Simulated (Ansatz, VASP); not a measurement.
One calculation of LiRe3, two programs

Contents of INCAR:

```
PREC = Accurate
ENCUT = 600
EDIFF = 1E-7
ISMEAR = -1
SIGMA = 0.1
LREAL = F
LASPH = T
NELM = 100
ALGO = Normal
ISIF = 3
LWAVE = F
LCHARG = F
GGA = PE
IBRION = 2
NSW = 80
EDIFFG = -0.01
```

Contents of KPOINTS:

```
Automatic mesh
0
Gamma
  6 6 6
```

File POSCAR:

```
LiRe3
1.0
    0.0000000000      3.0528810000      3.0528810000
    3.0528810000      0.0000000000      3.0528810000
    3.0528810000      3.0528810000      0.0000000000
Li Re
1 3
Direct
    0.0000000000      0.0000000000      0.0000000000
    0.7500000000      0.7500000000      0.7500000000
    0.2500000000      0.2500000000      0.2500000000
    0.5000000000      0.5000000000      0.5000000000
```

Input for Ansatz:

```yaml
crystal:
  lattice:
    - [0.0, 3.052881, 3.052881]
    - [3.052881, 0.0, 3.052881]
    - [3.052881, 3.052881, 0.0]
  atoms:
    - { symbol: Li, position: [0.0, 0.0, 0.0] }
    - { symbol: Re, position: [0.75, 0.75, 0.75] }
    - { symbol: Re, position: [0.25, 0.25, 0.25] }
    - { symbol: Re, position: [0.5, 0.5, 0.5] }
kpoints:
  mp_grid:
    grid: [6, 6, 6]
hamiltonian:
  xc: pbe
  pseudopotentials:
    kind: paw
scf:
  occupations:
    method: fermi_dirac
relax:
  cell:
    p_target: 0.0
```

The cell comes from a database or a generator and needn't be the stable form of this composition.

Alike in both runs: task relaxation of cell and atoms; functional PBE; k mesh 6 × 6 × 6; no spin polarisation.

|  | VASP | Ansatz |
| --- | --- | --- |
| version | VASP 6.6.1 | Ansatz 0.2.0 |
| potentials or method | VASP PAW PBE potentials, release 64 (Li_sv, Re) | plane waves, PAW |
| plane-wave cutoff (eV) | 600 | 420 |
| occupations | fermi-dirac, width 0.1 eV | fermi-dirac |
| valence electrons in the cell | 24 | 48 |

```csv
,VASP,Ansatz,Ansatz less VASP
relaxed volume (Å³/atom),14.04,14.08,+0.040
relaxed cell length with the largest relative difference (Å),4.298,4.302,+0.0041
energy change over the relaxation (meV/atom),-2,-1,+0.9
```

The two sets of potentials don't hold the same shells in valence.

Caveats: the cutoff is under 1.25 times the usual one of these potentials, so pressure, stress and relaxed cells hold a basis-set (Pulay) error (VASP). Spin-orbit coupling is left out, which matters for the levels of Re.
